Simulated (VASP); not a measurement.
The system is Al.

```
CELL_PARAMETERS angstrom
0.00000 2.02481 2.02481
2.02481 0.00000 2.02481
2.02481 2.02481 0.00000
ATOMIC_POSITIONS crystal
Al 0.00000 0.00000 0.00000
```

```yaml
Program: VASP 6.6.1
Task: relaxation of cell and atoms
Functional: r2SCAN
Potentials_or_basis: VASP PAW PBE potentials, release 64 (Al)
Cutoff: 600 eV
k_mesh: 18 × 18 × 18
Occupations: gaussian, width 0.1 eV
Spin: no spin polarisation
```

At the start: pressure -3.9 GPa; volume 16.60 Å³/atom.

**Question.** How do energy, volume and symmetry change on relaxing?

**Answer.** Over 3 steps the energy falls by 9.7 meV/atom and the volume is 15.84 Å³/atom (-4.6 %); space group Fm-3m (No. 225, to 0.05 Å).

Step by step:
| step | energy change (eV) | largest force (eV/Å) | pressure (GPa) | volume (Å³) |
| --- | --- | --- | --- | --- |
| 1 | 0.0000 | 0.0000 | -3.87 | 16.60 |
| 2 | -0.0090 | 0.0000 | 1.15 | 15.66 |
| 3 | -0.0097 | 0.0000 | 0.04 | 15.84 |

Final structure:
```yaml
crystal:
  lattice:
    - [0.00000, 1.99337, 1.99337]
    - [1.99337, 0.00000, 1.99337]
    - [1.99337, 1.99337, 0.00000]
  atoms:
    - { symbol: Al, position: [0.00000, 0.00000, 0.00000] }
```

Caveat: the PAW data sets were made with another functional, which shifts forces and pressure a little.
